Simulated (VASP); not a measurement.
```
CELL_PARAMETERS angstrom
      0.00000     2.92914     2.92914
      2.92914     0.00000     2.92914
     11.70631    11.70631     0.01027
ATOMIC_POSITIONS crystal
  Hg 0.00128 0.00128 0.99904
  Hg 0.99916 0.99916 0.25063
  S  0.24974 0.24974 0.06270
  S  0.24783 0.24783 0.31413
  S  0.25030 0.25030 0.56228
  S  0.25283 0.25283 0.81038
  Cd 0.99849 0.99849 0.50113
  Cd 0.00038 0.00038 0.74972
```

Calculation: PBEsol GGA, VASP's PBE PAW potentials (set 64) (plane waves; VASP 6.6.1). Run with 400 eV cut-off, Gaussian smearing of 0.050 eV, potentials Hg S Cd.

Unless said otherwise, spin-orbit coupling is left out, though it shifts the bands of the heavy elements here.

Task: Give the energies of bands 27 to 40 at the high-symmetry points, in eV from the valence-band maximum.

Result: 
```csv
band,Γ,T,H2,L,S0,F
27,-2.86,-1.68,-4.37,-4.47,-4.37,-4.36
28,-1.06,-1.08,-4.28,-4.19,-4.28,-4.24
29,-1.06,-1.02,-2.92,-2.42,-2.92,-2.31
30,-0.68,-1.02,-2.81,-2.35,-2.79,-2.27
31,-0.68,-0.80,-2.70,-2.13,-2.74,-2.25
32,-0.49,-0.80,-2.55,-2.00,-2.55,-2.17
33,-0.49,-0.37,-1.78,-1.62,-1.81,-1.66
34,-0.09,-0.37,-1.71,-1.39,-1.69,-1.61
35,0.00,-0.04,-1.63,-1.28,-1.65,-0.96
36,0.00,-0.04,-1.56,-1.05,-1.54,-0.94
37,0.05,0.87,3.35,2.38,3.34,1.98
38,1.58,1.27,3.44,2.86,3.45,3.15
39,1.96,1.94,4.18,3.41,4.18,3.27
40,2.38,2.39,4.34,3.52,4.35,3.56
```

The gap is direct, 0.05 eV, from the valence maximum at Γ to the conduction minimum at Γ.

The structure was generated: Cd2Hg2S4 was put into an ordered model structure (R3m), which need not be its known phase. It was relaxed first.
